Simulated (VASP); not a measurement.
Given:

```
KI
1.0
    5.01602     0.00000     0.00000
    0.00000     7.09372     0.00000
    0.00000     0.00000    25.08235
K I
4 4
Direct
  0.00000   0.00000   0.35001
  0.50000   0.50000   0.45000
  0.00000   0.00000   0.55000
  0.50000   0.50000   0.64999
  0.50000   0.00000   0.45000
  0.00000   0.50000   0.35001
  0.50000   0.00000   0.64999
  0.00000   0.50000   0.55000
```

These are r2SCAN meta-GGA, VASP's PBE PAW potentials (set 64) (plane waves; VASP) values and carry that method's errors. Run with PREC = Normal, EDIFF = 1E-5, 400 eV cut-off, 4×3×1 Γ-centred mesh, Gaussian smearing of 0.050 eV, potentials K_sv I.

Question: The ions are relaxed. What does this cell relax into?

Answer: 
```
KI
1.0
    5.01602     0.00000     0.00000
    0.00000     7.09372     0.00000
    0.00000     0.00000    25.08235
K I
4 4
Direct
  0.00000   0.00000   0.35773
  0.50000   0.50000   0.44469
  0.00000   0.00000   0.55531
  0.50000   0.50000   0.64227
  0.50000   0.00000   0.45214
  0.00000   0.50000   0.34922
  0.50000   0.00000   0.65078
  0.00000   0.50000   0.54786
```

Question: How much energy does the relaxation gain?

Answer: The energy (σ→0) changes by -5.2 meV/atom, in 10 ionic steps.

The cell is a thin slab with vacuum, built from KI (rock salt): (110) face.
